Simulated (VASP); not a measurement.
These are PBE GGA, VASP's PBE PAW potentials (set 64) (plane waves; VASP) values and carry that method's errors.

Gaps are without spin-orbit coupling.

volume per atom: 46.39 Å³/atom
band gap (over mesh and band path): 3.85 eV
smallest direct gap (over mesh and band path): 3.85 eV

Question: Which relaxed crystal gives these values?
(A) AgI, F-43m (216)
(B) CdTe, F-43m (216)
(C) KI, Fm-3m (225)
(D) CdS, F-43m (216)

Answer: C, KI, Fm-3m (225)
